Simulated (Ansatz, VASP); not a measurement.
# AlNi in two plane-wave programs

Wanted: the spread between two codes on one cell, functional and k mesh. The cell is taken from a series of runs on this material, whose earlier steps may have relaxed, scaled, displaced or heated it; both programs get it as it stands.

Main program and level: Ansatz 0.2.0; plane waves, with VASP 6.6.1 beside it; zone-centre phonons at LDA.

## 1. The structure

It takes space group P4/mmm (No. 123, tetragonal). Conventional cell: a = 2.789 Å, b = 2.789 Å, c = 2.945 Å, α = 90.00°, β = 90.00°, γ = 90.00°. Nearest to Al lie 8 Ni at 2.46 Å. Nearest to Ni lie 8 Al at 2.46 Å. Farther neighbours are not listed.

As a file:

```xyz
2
Lattice="2.7888 0.0000 0.0000 0.0000 2.7888 0.0000 0.0000 0.0000 2.9452" Properties=species:S:1:pos:R:3 pbc="T T T"
Al    0.0000    0.0000    0.0000
Ni    1.3944    1.3944    1.4726
```

## 2. VASP: zone-centre phonons, LDA

Second derivatives magnify differences that forces hide, and they need a tight electronic threshold.

Lines of VASP's logs that name or quote its potential files are left out, and so is its time.

Contents of INCAR:

```
SYSTEM = AlNi
PREC = Accurate
ENCUT = 600
EDIFF = 1E-08
NELM = 120
ISMEAR = 1
SIGMA = 0.2
LREAL = .FALSE.
ALGO = Normal
GGA = PW92
NBANDS = 12
LASPH = .TRUE.
LORBIT = 11
LWAVE = .FALSE.
LCHARG = .FALSE.
ISIF = 2
IBRION = 8
GGA_COMPAT = .FALSE.
KPAR = 2
```

Contents of POSCAR:

```
AlNi
1.0
    2.7887681824      0.0000000000      0.0000000000
    0.0000000000      2.7887681824      0.0000000000
    0.0000000000      0.0000000000      2.9451932816
Al Ni
1 1
Direct
    0.0000000000      0.0000000000      0.0000000000
    0.5000000000      0.5000000000      0.5000000000
```

Contents of KPOINTS:

```
Automatic mesh
0
Gamma
16 16 16
0 0 0
```

PAW data sets: Al and Ni (LDA family, release 64).

Launch:

```sh
mpirun -np 2 vasp_std
```

Numbers of over 12 decimals in the logs are rounded to 6 here.

The program printed:

```text
[banner, memory and clock lines left out]
running    2 mpi-ranks, on    1 nodes
 distrk:  each k-point on    1 cores,    2 groups
 distr:  one band on    1 cores,    1 groups

 POSCAR found type information on POSCAR AlNi
 POSCAR found :  2 types and       2 ions
|                                                                             |
|               ----> ADVICE to this user running VASP <----                  |
|                                                                             |
|     You enforced a specific xc type in the INCAR file but a different       |
|     [... a line on the potential file left out ...]
|     I HOPE YOU KNOW WHAT YOU ARE DOING!                                     |
|                                                                             |

 LDA part: xc-table for (Slater(with rela. corr.)+PW92), standard interpolation
 POSCAR, INCAR and KPOINTS ok, starting setup
 FFT: planning ... GRIDC
 FFT: planning ... GRID_SOFT
 FFT: planning ... GRID
 WAVECAR not read
 entering main loop
       N       E                     dE             d eps       ncg     rms          rms(c)
DAV:   1     0.436927258312E+02    0.43693E+02   -0.62050E+03  9800   0.130E+03
DAV:   2    -0.117620463169E+02   -0.55455E+02   -0.51286E+02  9972   0.210E+02
DAV:   3    -0.135857507607E+02   -0.18237E+01   -0.17981E+01 11732   0.441E+01
DAV:   4    -0.136095929928E+02   -0.23842E-01   -0.23833E-01 10892   0.453E+00
DAV:   5    -0.136101803851E+02   -0.58739E-03   -0.58738E-03 11700   0.794E-01    0.120E+01
DAV:   6    -0.152082332777E+02   -0.15981E+01   -0.45207E+01 10848   0.110E+02    0.146E+01
DAV:   7    -0.122065974493E+02    0.30016E+01   -0.13639E+01 10920   0.660E+01    0.102E+00
DAV:   8    -0.121921704100E+02    0.14427E-01   -0.28695E-01 11720   0.615E+00    0.103E+00
DAV:   9    -0.121763309767E+02    0.15839E-01   -0.47507E-02 11816   0.326E+00    0.170E-01
DAV:  10    -0.121759593010E+02    0.37168E-03   -0.11282E-03 11872   0.499E-01    0.801E-02
DAV:  11    -0.121759607897E+02   -0.14887E-05   -0.36819E-05 11792   0.552E-02    0.226E-02
DAV:  12    -0.121759600279E+02    0.76180E-06   -0.38496E-06 12192   0.327E-02    0.466E-03
DAV:  13    -0.121759598371E+02    0.19078E-06   -0.65805E-07 14272   0.825E-03    0.145E-03
DAV:  14    -0.121759598395E+02   -0.24040E-08   -0.28712E-08  8032   0.201E-03
   1 F= -.12175960E+02 E0= -.12175749E+02  d E =-.633872E-03
 Linear response reoptimize wavefunctions to high precision
DAV:   1    -0.121759598387E+02    0.77193E-09   -0.11743E-08 11456   0.178E-03
DAV:   2    -0.121759598387E+02    0.22737E-12   -0.11588E-10  5564   0.103E-04
 Linear response DOF=           4
 Linear response progress:
  Degree of freedom:   1/  4
       N       E                     dE             d eps       ncg     rms          rms(c)
RMM:   1    -0.547780605910E-02   -0.54778E-02    0.11196E-03 38653   0.620E-01
RMM:   2    -0.518623863824E-02    0.29157E-03   -0.99364E-05 25954   0.220E-01    0.575E-02
RMM:   3    -0.517343386092E-02    0.12805E-04   -0.91070E-05 28533   0.781E-02    0.290E-02
RMM:   4    -0.523599180105E-02   -0.62558E-04   -0.39539E-05 28284   0.486E-02    0.559E-03
RMM:   5    -0.523946358117E-02   -0.34718E-05   -0.27612E-06 29140   0.113E-02    0.175E-03
RMM:   6    -0.523915555649E-02    0.30802E-06   -0.10109E-07 29230   0.259E-03    0.676E-04
RMM:   7    -0.523921132941E-02   -0.55773E-07   -0.99751E-09 27287   0.108E-03    0.540E-04
RMM:   8    -0.523934217726E-02   -0.13085E-06   -0.32415E-09 30741   0.325E-04    0.225E-04
RMM:   9    -0.523940705994E-02   -0.64883E-07   -0.34616E-10 30457   0.110E-04    0.131E-05
RMM:  10    -0.523939220405E-02    0.14856E-07   -0.50226E-11 31255   0.355E-05    0.587E-06
RMM:  11    -0.523939192691E-02    0.27714E-09   -0.18261E-11 30220   0.110E-05    0.117E-06
 first order change of Fermi-energy   0.24404E-04
 force on displaced ion       1 direction 1 :  -6.153   0.000   0.000
 Linear response progress:
  Degree of freedom:   2/  4
       N       E                     dE             d eps       ncg     rms          rms(c)
RMM:   1    -0.647572329011E-02   -0.64757E-02    0.65407E-03 21231   0.724E-01
RMM:   2    -0.614905654631E-02    0.32667E-03    0.11326E-04 14194   0.277E-01    0.668E-02
RMM:   3    -0.613931325036E-02    0.97433E-05   -0.16615E-04 15810   0.104E-01    0.316E-02
RMM:   4    -0.620999664063E-02   -0.70683E-04   -0.54825E-05 15735   0.571E-02    0.657E-03
RMM:   5    -0.621421552824E-02   -0.42189E-05   -0.34710E-06 15995   0.132E-02    0.192E-03
RMM:   6    -0.621374276333E-02    0.47276E-06   -0.14699E-07 16422   0.263E-03    0.694E-04
RMM:   7    -0.621373251378E-02    0.10250E-07   -0.12550E-08 15848   0.826E-04    0.520E-04
RMM:   8    -0.621375498274E-02   -0.22469E-07   -0.29910E-10 15169   0.408E-04    0.247E-04
RMM:   9    -0.621385749487E-02   -0.10251E-06   -0.11903E-09 17025   0.134E-04    0.184E-05
RMM:  10    -0.621385001430E-02    0.74806E-08   -0.31658E-10 17019   0.423E-05    0.195E-05
 first order change of Fermi-energy  -0.13471E-05
 force on displaced ion       1 direction 3 :  -0.000   0.000  -6.386
 Linear response progress:
  Degree of freedom:   3/  4
       N       E                     dE             d eps       ncg     rms          rms(c)
RMM:   1    -0.186993220522E+00   -0.18699E+00   -0.98524E-02 25748   0.270E+00
RMM:   2    -0.185765911829E+00    0.12273E-02   -0.18253E-03 25929   0.515E-01    0.128E-01
RMM:   3    -0.185741949204E+00    0.23963E-04   -0.13588E-04 27861   0.101E-01    0.758E-02
RMM:   4    -0.186109109654E+00   -0.36716E-03   -0.18596E-04 29845   0.107E-01    0.545E-03
RMM:   5    -0.186091956479E+00    0.17153E-04   -0.35109E-06 30441   0.199E-02    0.352E-03
RMM:   6    -0.186087698766E+00    0.42577E-05   -0.23448E-07 27711   0.580E-03    0.252E-03
RMM:   7    -0.186079835035E+00    0.78637E-05   -0.77008E-08 28606   0.337E-03    0.415E-04
RMM:   8    -0.186075913338E+00    0.39217E-05   -0.91583E-09 31670   0.850E-04    0.578E-05
RMM:   9    -0.186075491076E+00    0.42226E-06   -0.98556E-10 31907   0.182E-04    0.135E-05
RMM:  10    -0.186075381212E+00    0.10986E-06   -0.47867E-10 32562   0.608E-05    0.541E-06
RMM:  11    -0.186075384488E+00   -0.32763E-08   -0.52802E-10 31961   0.301E-05    0.155E-06
 first order change of Fermi-energy   0.92443E-03
 force on displaced ion       2 direction 1 :  -6.146   0.000   0.000
 Linear response progress:
  Degree of freedom:   4/  4
       N       E                     dE             d eps       ncg     rms          rms(c)
RMM:   1    -0.189583843313E+00   -0.18958E+00   -0.10256E-01 14341   0.269E+00
RMM:   2    -0.187802012369E+00    0.17818E-02   -0.17539E-03 14303   0.534E-01    0.134E-01
RMM:   3    -0.187845163692E+00   -0.43151E-04   -0.16003E-04 15374   0.106E-01    0.784E-02
RMM:   4    -0.188283563041E+00   -0.43840E-03   -0.16279E-04 16546   0.977E-02    0.631E-03
RMM:   5    -0.188272564567E+00    0.10998E-04   -0.43489E-06 16605   0.232E-02    0.542E-03
RMM:   6    -0.188269614703E+00    0.29499E-05   -0.64050E-07 14621   0.110E-02    0.233E-03
RMM:   7    -0.188262158657E+00    0.74560E-05   -0.27371E-07 17109   0.407E-03    0.600E-04
RMM:   8    -0.188258778281E+00    0.33804E-05   -0.10599E-08 17065   0.105E-03    0.163E-04
RMM:   9    -0.188258181837E+00    0.59644E-06   -0.27599E-09 17295   0.313E-04    0.443E-05
RMM:  10    -0.188257779740E+00    0.40210E-06   -0.68297E-10 17568   0.101E-04    0.205E-05
RMM:  11    -0.188257760622E+00    0.19118E-07   -0.92037E-10 16114   0.623E-05    0.234E-06
RMM:  12    -0.188257772103E+00   -0.11481E-07   -0.82886E-10 18091   0.322E-05    0.128E-06
RMM:  13    -0.188257772105E+00   -0.22849E-11   -0.83441E-10 17201   0.221E-05    0.492E-07
 first order change of Fermi-energy   0.23701E-02
 force on displaced ion       2 direction 3 :   0.000  -0.000  -6.401
 Linear response finished
```

OUTCAR, selected parts (step 2):

```text
ion  position               nearest neighbor table
   1  0.000  0.000  0.000-   2 2.46   2 2.46   2 2.46   2 2.46   2 2.46   2 2.46   2 2.46   2 2.46

  LATTYP: Found a simple tetragonal cell.
 ALAT       =     2.7887681824
 C/A-ratio  =     1.0560911087

 Subroutine GETGRP returns: Found 16 space group operations
 (whereof 16 operations were pure point group operations)

The static configuration has the point symmetry D_4h.

 Found    405 irreducible k-points:

   k-points           NKPTS =    405   k-points in BZ     NKDIM =    405   number of bands    NBANDS=     12

   dimension x,y,z NGX =    24 NGY =   24 NGZ =   24
   dimension x,y,z NGXF=    48 NGYF=   48 NGZF=   48

   ENCUT  =  600.0 eV  44.10 Ry    6.64 a.u.   5.57  5.57  5.88*2*pi/ulx,y,z

   NELECT =      13.0000    total number of electrons

 k-points in reciprocal lattice and weights: Automatic mesh
   0.00000000  0.00000000  0.00000000       0.000
   0.06250000  0.00000000  0.00000000       0.001
   0.12500000  0.00000000  0.00000000       0.001
   0.18750000  0.00000000  0.00000000       0.001
   0.25000000  0.00000000  0.00000000       0.001
   0.31250000  0.00000000  0.00000000       0.001
   0.37500000  0.00000000  0.00000000       0.001
   0.43750000  0.00000000  0.00000000       0.001
   0.50000000  0.00000000  0.00000000       0.000
[...]
0.50000000  0.43750000  0.50000000       0.001
   0.50000000  0.50000000  0.50000000       0.000

 average (electrostatic) potential at core
       1 -67.7755       2 -81.0475

  Total        0.0324142      0.0324142     -0.5629655      0.0000000      0.0000000      0.0000000
  in kB        2.2672910      2.2672910    -39.3780079      0.0000000      0.0000000      0.0000000
  external PRESSURE =     -11.6144753 kB  Pullay stress =       0.0000000 kB

  energy-cutoff  :      600.00
  volume of cell :       22.91
      direct lattice vectors                 reciprocal lattice vectors
     2.788768182  0.000000000  0.000000000     0.358581257  0.000000000  0.000000000
     0.000000000  2.788768182  0.000000000     0.000000000  0.358581257  0.000000000
     0.000000000  0.000000000  2.945193282     0.000000000  0.000000000  0.339536290

 POSITION                                       TOTAL-FORCE (eV/Angst)
 -----------------------------------------------------------------------------------
      0.00000      0.00000      0.00000         0.000000      0.000000      0.000000
      1.39438      1.39438      1.47260         0.000000      0.000000      0.000000
 -----------------------------------------------------------------------------------
    total drift:                                0.000000      0.000000     -0.000000

 Eigenvectors and eigenvalues of the dynamical matrix
 ----------------------------------------------------

   1 f  =    9.192556 THz    57.758533 2PiTHz  306.630664 cm-1    38.017340 meV
             X         Y         Z           dx          dy          dz
      0.000000  0.000000  0.000000     0.000000   -0.000000    0.827388
      1.394384  1.394384  1.472597    -0.000000    0.000000   -0.561631

   2 f  =    9.018365 THz    56.664057 2PiTHz  300.820269 cm-1    37.296943 meV
             X         Y         Z           dx          dy          dz
      0.000000  0.000000  0.000000     0.827853    0.000000   -0.000000
      1.394384  1.394384  1.472597    -0.560946   -0.000000    0.000000

   3 f  =    9.018365 THz    56.664057 2PiTHz  300.820269 cm-1    37.296943 meV
             X         Y         Z           dx          dy          dz
      0.000000  0.000000  0.000000    -0.000000    0.827853    0.000000
      1.394384  1.394384  1.472597     0.000000   -0.560946    0.000000

   4 f/i=    0.002693 THz     0.016920 2PiTHz    0.089825 cm-1     0.011137 meV
             X         Y         Z           dx          dy          dz
      0.000000  0.000000  0.000000    -0.458964    0.322509    0.000000
      1.394384  1.394384  1.472597    -0.677346    0.475964    0.000000

   5 f/i=    0.002693 THz     0.016920 2PiTHz    0.089825 cm-1     0.011137 meV
             X         Y         Z           dx          dy          dz
      0.000000  0.000000  0.000000    -0.322509   -0.458964   -0.000000
      1.394384  1.394384  1.472597    -0.475964   -0.677346    0.000000

   6 f/i=    0.004871 THz     0.030604 2PiTHz    0.162469 cm-1     0.020144 meV
             X         Y         Z           dx          dy          dz
      0.000000  0.000000  0.000000    -0.000000    0.000000   -0.561631
      1.394384  1.394384  1.472597     0.000000    0.000000   -0.827388

 ELASTIC MODULI CONTR FROM IONIC RELAXATION (kBar)
 Direction    XX          YY          ZZ          XY          YZ          ZX
 --------------------------------------------------------------------------------
 XX           0.0000      0.0000      0.0000      0.0000      0.0000      0.0000
 YY           0.0000      0.0000      0.0000      0.0000      0.0000      0.0000
 ZZ           0.0000      0.0000      0.0000      0.0000      0.0000      0.0000
 XY           0.0000      0.0000      0.0000      0.0000      0.0000      0.0000
 YZ           0.0000      0.0000      0.0000      0.0000      0.0000      0.0000
 ZX           0.0000      0.0000      0.0000      0.0000      0.0000      0.0000
 --------------------------------------------------------------------------------
```

[end of part 1 of 2]

[Lines on the potential files, build, host, timing and source positions are cut from VASP's logs without a mark.]

[Logs are printed without paths, hosts, clocks, repeated set-up lines and the standing remarks that a program may print on its own settings, such as how far it seeks lower states.]

[Hosts, paths, dates, database ids (printed as entryN), source tags and the programs' standing remarks are cut or masked in the printed files.]
